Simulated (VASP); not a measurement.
Data:

```xyz
2
Lattice="0.0000 2.9435 2.9435 2.9435 0.0000 2.9435 2.9435 2.9435 0.0000" Properties=species:S:1:pos:R:3 pbc="T T T"
In     0.0000     0.0000     0.0000
P      1.4717     1.4717     1.4717
```

These are AM05 GGA, VASP's PBE PAW potentials (set 64) (plane waves; VASP) values and carry that method's errors. Settings: 520 eV cut-off, Gaussian smearing of 0.050 eV, potentials In_d P.

Unless said otherwise, spin-orbit coupling is left out, though it shifts the bands of the heavy elements here.

Question: Give the energies of bands 7 to 12 at the high-symmetry points, in eV from the valence-band maximum.

Answer: 
```csv
band,Γ,X,U,L,W
7,0.00,-5.74,-5.60,-5.70,-5.60
8,0.00,-2.29,-3.26,-0.96,-2.91
9,0.00,-2.29,-1.92,-0.96,-2.87
10,0.63,1.77,2.34,1.44,4.29
11,4.04,2.23,4.34,4.78,4.29
12,4.04,9.15,7.45,4.78,5.51
```

The gap is direct, 0.63 eV, from the valence maximum at Γ to the conduction minimum at Γ.

Measured: gap 1.47 eV (computed value off by -0.84 eV), as given by Wei Chen et al., Physical Review Materials (2018), doi:10.1103/physrevmaterials.2.073803 [zero-point renormalisation of 0.05 eV added back (the table's ZPR column)].

The compound is InP in the zinc blende structure. It was relaxed first.
